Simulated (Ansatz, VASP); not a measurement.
# TiClO in two plane-wave programs

Aim: how closely do two programs agree when they are given the same cell, functional and k mesh? The two relaxations start from unlike cells of this crystal (the structure described is Ansatz's start), so only their ends are compared.

Program: Ansatz 0.2.0. Level of theory: plane waves, with VASP 6.6.1 beside it; relaxation of cell and atoms at PBEsol with D3(BJ). Results are calculated unless marked as measured.

**1. The structure**

The structure is orthorhombic, space group Pmmn (No. 59). Conventional cell: a = 3.380 Å, b = 3.790 Å, c = 8.030 Å, α = 90.00°, β = 90.00°, γ = 90.00°. Nearest to Ti lie 4 O at 1.95 to 2.26 Å and 2 Cl at 2.32 Å. Nearest to Cl lie 2 Ti at 2.32 Å. O has 4 Ti at 1.95 to 2.26 Å nearest. Farther neighbours and most contacts between anions are not listed.

**2. Ansatz: relaxation of cell and atoms, PBEsol with D3(BJ)**

Ansatz runs on its default PAW (the set named soft_2) files.

The relaxed volume is the usual yardstick between codes: in a stiff, nearly cubic crystal its relative difference is about their pressure difference at one cell divided by the bulk modulus.

input.yaml

```yaml
crystal:
  lattice:
    - [3.38, 0.0, 0.0]
    - [0.0, 3.79, 0.0]
    - [0.0, 0.0, 8.03]
  atoms:
    - { symbol: Ti, position: [0.0, 0.5, 0.122], spin: 0.69 }
    - { symbol: Ti, position: [0.5, 0.0, 0.878], spin: 0.69 }
    - { symbol: Cl, position: [0.5, 0.5, 0.32] }
    - { symbol: Cl, position: [0.0, 0.0, 0.68] }
    - { symbol: O, position: [0.5, 0.5, 0.935] }
    - { symbol: O, position: [0.0, 0.0, 0.065] }
kpoints:
  mp_grid: { grid: [6, 6, 4] }
hamiltonian:
  xc: pbesol
  dispersion: d3bj
scf:
  occupations: { method: gaussian, width: 0.1 }
output:
  forces: true
  stress: true
  eigenvalues: true
  populations: true
magnetization:
  spin_polarized: true
relax:
  adjacent_minimum: "off"
  f_tol: 0.05
  max_steps: 80
  cell: { stress_tol: 0.5 }
```

Launch:

```bash
> ansatz run input.yaml --threads 16 --pin off --max-ram 61440MiB --backend cuda --events-out ev --progress --plain --runs-dir out --max-vram 78GiB
```

Output:

```text
The last accepted step is kept in <dir> (removed where the run ends without a failure and the disk answers)
Engine: ansatz 0.2.0, aarch64-unknown-linux-gnu
Pseudopotentials: kind: paw
Pseudopotential: Ti, paw, valence charge 12, recommended cutoff 420 eV (normal), Ti.paw.azcp
Pseudopotential: Cl, paw, valence charge 7, recommended cutoff 420 eV (normal), Cl.paw.azcp
Pseudopotential: O, paw, valence charge 6, recommended cutoff 420 eV (normal), O.paw.azcp
Functional definition: PBEsol
  exchange = pbesol_x
  correlation = pbesol_c
device memory: the entry about to start is reckoned to put 4.7 GiB on a device that reports 161.2 GiB free (of which the cap on the GPU budget leaves the run 78.0 GiB)
GPU FFT provider: cuFFT
GPU libraries: cuBLAS 13.8.1, cuFFT 12.4.0, cuSOLVER 12.3.2
[...]
Basis set: ecut = 420 eV, 2029 PW (Γ), exchange–correlation on 48×54×108 points (8 copies of the dense FFT grid, shifted against one another)
[...]
k-points: 48 of 144
[...]
0     Ti     11.0421     0.0000
     1     Ti     11.0421     0.0000
     2     Cl      7.2291     0.0000
     3     Cl      7.2291     0.0000
     4      O      6.6243     0.0000
     5      O      6.6243     0.0000
  spilling = 0.004181 (of n_electrons = 50.000000)
```

**3. VASP: relaxation of cell and atoms, PBEsol with D3(BJ)**

Its own start cell and the same functional, mesh and smearing now go to VASP, with its own data sets.

Lines of VASP's logs that name or quote its potential files are left out, and so is its time.

INCAR

```
SYSTEM = TiClO
PREC = Accurate
ENCUT = 600
EDIFF = 1E-07
NELM = 200
ISMEAR = 0
SIGMA = 0.1
LREAL = .FALSE.
ALGO = Normal
GGA = PS
IVDW = 12
NBANDS = 34
ISPIN = 2
MAGMOM = 0 0 0 0 0 0
LASPH = .TRUE.
LMAXMIX = 4
LORBIT = 11
LWAVE = .FALSE.
LCHARG = .FALSE.
ISIF = 3
IBRION = 2
NSW = 80
EDIFFG = -0.005
GGA_COMPAT = .FALSE.
NELMIN = 4
KPAR = 2
```

POSCAR

```
TiClO
1.0
    3.1927047041      0.0000000000      0.0000000000
    0.0000000000      3.9615123773      0.0000000000
    0.0000000000      0.0000000000      7.1173565145
Ti Cl O
2 2 2
Direct
    0.0000000000      0.5000000000      0.0946106941
    0.5000000000      0.0000000000      0.9053893059
    0.5000000000      0.5000000000      0.3428647265
    0.0000000000      0.0000000000      0.6571352735
    0.5000000000      0.5000000000      0.9138828330
    0.0000000000      0.0000000000      0.0861171670
```

KPOINTS

```
Automatic mesh
0
Gamma
6 6 4
0 0 0
```

The projector-augmented-wave data sets are Ti_sv, Cl and O (PBE family, release 64).

Launch:

```bash
> mpirun -np 2 vasp_std
```

Output:

```text
[banner, memory and clock lines left out]
running    2 mpi-ranks, on    1 nodes
 distrk:  each k-point on    1 cores,    2 groups
 distr:  one band on    1 cores,    1 groups

 POSCAR found type information on POSCAR TiClO
 POSCAR found :  3 types and       6 ions
|                                                                             |
|               ----> ADVICE to this user running VASP <----                  |
|                                                                             |
|     You enforced a specific xc type in the INCAR file but a different       |
|     [... a line on the potential file left out ...]
|     I HOPE YOU KNOW WHAT YOU ARE DOING!                                     |
|                                                                             |

 LDA part: xc-table for (Slater+PW92), standard interpolation
 POSCAR, INCAR and KPOINTS ok, starting setup
 FFT: planning ... GRIDC
 FFT: planning ... GRID_SOFT
 FFT: planning ... GRID
 WAVECAR not read
 entering main loop
       N       E                     dE             d eps       ncg     rms          rms(c)
DAV:   1     0.681999162072E+03    0.68200E+03   -0.26702E+04  6528   0.178E+03
DAV:   2     0.514991605670E+02   -0.63050E+03   -0.59984E+03  6830   0.509E+02
DAV:   3    -0.461509992004E+02   -0.97650E+02   -0.94764E+02  9746   0.182E+02
DAV:   4    -0.532619238848E+02   -0.71109E+01   -0.70637E+01  9586   0.452E+01
DAV:   5    -0.536701348367E+02   -0.40821E+00   -0.40800E+00  9472   0.901E+00    0.250E+01
DAV:   6    -0.456987154255E+02    0.79714E+01   -0.36967E+01  9402   0.575E+01    0.913E+00
DAV:   7    -0.454808732254E+02    0.21784E+00   -0.55642E+00  8726   0.195E+01    0.761E+00
DAV:   8    -0.454397373325E+02    0.41136E-01   -0.13277E+00  7752   0.108E+01    0.236E+00
DAV:   9    -0.453846580610E+02    0.55079E-01   -0.18802E-01  8460   0.449E+00    0.881E-01
DAV:  10    -0.453804266980E+02    0.42314E-02   -0.27307E-02  9000   0.124E+00    0.433E-01
DAV:  11    -0.453805972647E+02   -0.17057E-03   -0.26908E-03  8104   0.397E-01    0.270E-01
DAV:  12    -0.453801296180E+02    0.46765E-03   -0.14920E-03  8290   0.331E-01    0.598E-02
DAV:  13    -0.453801416714E+02   -0.12053E-04   -0.13442E-04  8016   0.731E-02    0.497E-02
DAV:  14    -0.453801426708E+02   -0.99940E-06   -0.32447E-05  9338   0.364E-02    0.192E-02
DAV:  15    -0.453801522400E+02   -0.95691E-05   -0.20952E-05  7304   0.290E-02    0.128E-02
DAV:  16    -0.453801511283E+02    0.11116E-05   -0.41419E-06  8196   0.145E-02    0.286E-03
DAV:  17    -0.453801513504E+02   -0.22208E-06   -0.11736E-06  6818   0.614E-03    0.153E-03
DAV:  18    -0.453801513858E+02   -0.35361E-07   -0.94954E-08  3630   0.311E-03
   1 F= -.46812594E+02 E0= -.46806117E+02  d E =-.468126E+02  mag=     0.0000
 curvature:   0.00 expect dE= 0.000E+00 dE for cont linesearch  0.000E+00
 trial: gam= 0.00000 g(F)=  0.405E-05 g(S)=  0.120E-04 ort = 0.000E+00 (trialstep = 0.100E+01)
 search vector abs. value=  0.161E-04
 bond charge predicted
       N       E                     dE             d eps       ncg     rms          rms(c)
DAV:   1    -0.453808754159E+02   -0.72407E-03   -0.31889E-03  7472   0.533E-01    0.777E-02
DAV:   2    -0.453808187977E+02    0.56618E-04   -0.29182E-04  7436   0.146E-01    0.319E-02
DAV:   3    -0.453808035711E+02    0.15227E-04   -0.88117E-05  7780   0.514E-02    0.113E-02
DAV:   4    -0.453808032330E+02    0.33810E-06   -0.15247E-05  9840   0.218E-02    0.782E-03
DAV:   5    -0.453808032215E+02    0.11545E-07   -0.10349E-06  7700   0.879E-03    0.465E-03
DAV:   6    -0.453808029214E+02    0.30002E-06   -0.22421E-06  9992   0.654E-03    0.180E-03
DAV:   7    -0.453808028624E+02    0.59065E-07   -0.90514E-08  3846   0.237E-03
   2 F= -.46812597E+02 E0= -.46806116E+02  d E =-.302133E-05  mag=     0.0000
 trial-energy change:   -0.000003  1 .order   -0.000004   -0.000016    0.000007
 step:   0.6029(harm=  0.6944)  dis= 0.00012  next Energy=   -46.812598 (dE=-0.452E-05)
 bond charge predicted
       N       E                     dE             d eps       ncg     rms          rms(c)
DAV:   1    -0.453805581562E+02    0.24477E-03   -0.50215E-04  7488   0.211E-01    0.309E-02
DAV:   2    -0.453805483732E+02    0.97830E-05   -0.45937E-05  7412   0.579E-02    0.128E-02
DAV:   3    -0.453805457531E+02    0.26201E-05   -0.13800E-05  7756   0.204E-02    0.445E-03
DAV:   4    -0.453805460407E+02   -0.28759E-06   -0.23805E-06  9800   0.862E-03    0.307E-03
DAV:   5    -0.453805463141E+02   -0.27339E-06   -0.13445E-07  3864   0.350E-03    0.176E-03
DAV:   6    -0.453805468101E+02   -0.49595E-06   -0.37259E-07  5908   0.280E-03    0.704E-04
DAV:   7    -0.453805468446E+02   -0.34522E-07   -0.43668E-08  3344   0.134E-03
   3 F= -.46812598E+02 E0= -.46806119E+02  d E =-.449410E-05  mag=     0.0000
 curvature:  -0.32 expect dE=-0.159E-05 dE for cont linesearch -0.166E-08
 trial: gam= 0.29473 g(F)=  0.283E-05 g(S)=  0.219E-05 ort = 0.290E-06 (trialstep = 0.921E+00)
 search vector abs. value=  0.659E-05
 reached required accuracy - stopping structural energy minimisation
```

From OUTCAR (step 3):

```text
ion  position               nearest neighbor table
   1  0.000  0.500  0.095-   6 1.98   6 1.98   5 2.05   5 2.05   3 2.38   3 2.38   2 2.88   2 2.88
                             2 2.88   2 2.88
   2  0.500  0.000  0.905-   5 1.98   5 1.98   6 2.05   6 2.05   4 2.38   4 2.38   1 2.88   1 2.88
                             1 2.88   1 2.88
   3  0.500  0.500  0.343-   1 2.38   1 2.38
   4  0.000  0.000  0.657-   2 2.38   2 2.38
   5  0.500  0.500  0.914-   2 1.98   2 1.98   1 2.05   1 2.05
   6  0.000  0.000  0.086-   1 1.98   1 1.98   2 2.05   2 2.05

  LATTYP: Found a simple orthorhombic cell.
 ALAT       =     3.1927047041
 B/A-ratio  =     1.2408013720
 C/A-ratio  =     2.2292561242

 Subroutine GETGRP returns: Found  8 space group operations
 (whereof  4 operations were pure point group operations)

The static configuration has the point symmetry C_2v.
 The point group associated with its full space group is D_2h.

 Found     48 irreducible k-points:

   k-points           NKPTS =     48   k-points in BZ     NKDIM =     48   number of bands    NBANDS=     34

   dimension x,y,z NGX =    28 NGY =   32 NGZ =   60
   dimension x,y,z NGXF=    56 NGYF=   64 NGZF=  120

   ENCUT  =  600.0 eV  44.10 Ry    6.64 a.u.   6.38  7.91 14.22*2*pi/ulx,y,z

   NELECT =      50.0000    total number of electrons

 k-points in reciprocal lattice and weights: Automatic mesh
   0.00000000  0.00000000  0.00000000       0.007
   0.16666667  0.00000000  0.00000000       0.014
   0.33333333  0.00000000  0.00000000       0.014
   0.50000000  0.00000000  0.00000000       0.007
   0.00000000  0.16666667  0.00000000       0.014
   0.16666667  0.16666667  0.00000000       0.028
   0.33333333  0.16666667  0.00000000       0.028
   0.50000000  0.16666667  0.00000000       0.014
   0.00000000  0.33333333  0.00000000       0.014
[...]
0.33333333  0.50000000  0.50000000       0.014
   0.50000000  0.50000000  0.50000000       0.007

 Edisp (eV)   -1.43179

 average (electrostatic) potential at core
       1 -75.8725       2 -75.8725       3 -90.4561       4 -90.4561       5 -71.1174
       6 -71.1174

 E-fermi :   6.0282

 spin component 1
 k-point     1 :       0.0000    0.0000    0.0000
  band No.  band energies     occupation
    ...
     22       2.8609      1.00000
     23       2.8897      1.00000
     24       3.2906      1.00000
     25       5.3267      1.00000
     26       5.5021      1.00000
     27       6.5026      0.00000
     28       6.7385      0.00000
     29       7.2086      0.00000
     30       7.5888      0.00000
     31       8.0169      0.00000
    ...

 k-point     2 :       0.1667    0.0000    0.0000
  band No.  band energies     occupation
    ...
     21       2.0951      1.00000
     22       2.2512      1.00000
     23       2.5788      1.00000
     24       2.6775      1.00000
     25       5.3825      1.00000
     26       6.0707      0.27357
     27       6.1515      0.04056
     28       7.0520      0.00000
     29       7.2787      0.00000
     30       7.6467      0.00000
    ...

 k-point     3 :       0.3333    0.0000    0.0000
  band No.  band energies     occupation
    ...
     22       2.0225      1.00000
     23       2.4564      1.00000
     24       2.5126      1.00000
     25       5.3123      1.00000
     26       5.4551      1.00000
     27       6.7277      0.00000
     28       7.3100      0.00000
     29       7.4301      0.00000
     30       7.7162      0.00000
     31       8.0740      0.00000
    ...

 k-point     4 :       0.5000    0.0000    0.0000
  band No.  band energies     occupation
    ...
     22       1.9638      1.00000
     23       2.6982      1.00000
     24       2.6982      1.00000
     25       5.1171      1.00000
     26       5.1171      1.00000
     27       7.1761      0.00000
     28       7.1761      0.00000
     29       7.6366      0.00000
     30       7.6366      0.00000
     31       8.3439      0.00000
    ...

 k-point     5 :       0.0000    0.1667    0.0000
  band No.  band energies     occupation
    ...
     22       2.6243      1.00000
     23       2.7018      1.00000
     24       3.1797      1.00000
     25       5.5540      1.00000
     26       5.7785      0.99979
     27       6.6816      0.00000
     28       6.6916      0.00000
     29       7.3464      0.00000
     30       7.6523      0.00000
     31       8.6317      0.00000
    ...

 k-point     6 :       0.1667    0.1667    0.0000
  band No.  band energies     occupation
    ...
     22       2.1531      1.00000
     23       2.5423      1.00000
     24       2.7370      1.00000
     25       5.6515      1.00000
     26       6.0245      0.52081
     27       6.4713      0.00000
     28       6.9839      0.00000
     29       7.4451      0.00000
     30       7.6658      0.00000
     31       8.5436      0.00000
    ...

 Edisp (eV)   -1.43205

  Total      -0.00422    -0.00653    -0.01457     0.00000     0.00000     0.00000
  in kB      -0.07514    -0.11624    -0.25916     0.00000     0.00000     0.00000
  external pressure =       -0.15 kB  Pullay stress =        0.00 kB

  energy-cutoff  :      600.00
  volume of cell :       90.04
      direct lattice vectors                 reciprocal lattice vectors
     3.193019470  0.000000000  0.000000000     0.313183183  0.000000000  0.000000000
     0.000000000  3.962140395  0.000000000     0.000000000  0.252388835  0.000000000
     0.000000000  0.000000000  7.117466234     0.000000000  0.000000000  0.140499437

 POSITION                                       TOTAL-FORCE (eV/Angst)
 -----------------------------------------------------------------------------------
      0.00000      1.98107      0.67346         0.000000      0.000000      0.001117
      1.59651      0.00000      6.44400         0.000000      0.000000     -0.001117
      1.59651      1.98107      2.44045         0.000000      0.000000      0.002049
      0.00000      0.00000      4.67701         0.000000      0.000000     -0.002049
      1.59651      1.98107      6.50465         0.000000      0.000000      0.004886
      0.00000      0.00000      0.61282         0.000000      0.000000     -0.004886
 -----------------------------------------------------------------------------------
    total drift:                                0.000000      0.000000      0.000000

  FREE ENERGIE OF THE ION-ELECTRON SYSTEM (eV)
  ---------------------------------------------------
  free  energy   TOTEN  =       -46.8125980085 eV

  energy  without entropy=      -46.7996402234  energy(sigma->0) =      -46.80611912

 reached required accuracy - stopping structural energy minimisation

 total charge
# of ion       s       p       d       tot
------------------------------------------
    1        2.186   6.219   1.935  10.340
    2        2.186   6.219   1.935  10.340
    3        1.596   3.518   0.000   5.114
    4        1.596   3.518   0.000   5.114
    5        1.560   3.479   0.000   5.039
    6        1.560   3.479   0.000   5.039
--------------------------------------------------
tot         10.685  26.433   3.869  40.987

 magnetization (x)
# of ion       s       p       d       tot
------------------------------------------
    1        0.000   0.000   0.000   0.000
    2        0.000   0.000   0.000   0.000
    3        0.000  -0.000   0.000  -0.000
    4        0.000  -0.000   0.000  -0.000
    5       -0.000  -0.000   0.000  -0.000
    6       -0.000  -0.000   0.000  -0.000
--------------------------------------------------
tot          0.000  -0.000   0.000   0.000

[... 1 further part left out ...]
```

CONTCAR:

```
TiClO
   1.00000000000000
     3.1930194704689354    0.0000000000000000    0.0000000000000000
     0.0000000000000000    3.9621403950671565    0.0000000000000000
     0.0000000000000000    0.0000000000000000    7.1174662343067050
  Ti              Cl              O
     2     2     2
Direct
     0.0000000000000000    0.5000000000000000    0.0946213324355562
     0.5000000000000000    0.0000000000000000    0.9053786675644437
     0.5000000000000000    0.5000000000000000    0.3428820793492413
     0.0000000000000000    0.0000000000000000    0.6571179206507587
     0.5000000000000000    0.5000000000000000    0.9138997448027637
     0.0000000000000000    0.0000000000000000    0.0861002551972363
```

This run allows spin, but its moments start at zero, where symmetry between the spins tends to hold them, although Ti can carry a moment.

**4. Differences**

Known differences besides the potentials themselves: the cutoff is 420 eV in Ansatz and 600 eV in VASP; Ansatz makes its cores anew for this functional, VASP keeps those of its PBE data sets. Total energies have different zeros and are not compared.

Both answers:

```tsv
quantity	Ansatz	VASP	difference
volume (Å³)	91.09	90.04	+1.16 %
edge a after relaxation, in the typed setting (Å)	3.196	3.193	+0.09 %
edge b after relaxation, in the typed setting (Å)	3.957	3.962	-0.14 %
edge c after relaxation, in the typed setting (Å)	7.204	7.117	+1.21 %
```

**5. Results**

- difference in edge c after relaxation, in the typed setting (relaxation of cell and atoms, PBEsol with D3(BJ)): 1.2 %

What this shows: The difference in edge c after relaxation, in the typed setting is 1.2 % (relaxation of cell and atoms, PBEsol with D3(BJ)), at about the 1.2 % picked in this series as the mark of a large difference, as far as the stopping tolerances let one tell. How closely two codes agree says nothing of how well the functional describes the real material.

[Lines on the potential files, build, host, timing and source positions are cut from VASP's logs without a mark.]

[Logs are printed without paths, hosts, clocks, repeated set-up lines and the standing remarks that a program may print on its own settings, such as how far it seeks lower states.]

[Hosts, paths, dates, database ids (printed as entryN), source tags and the programs' standing remarks are cut or masked in the printed files.]
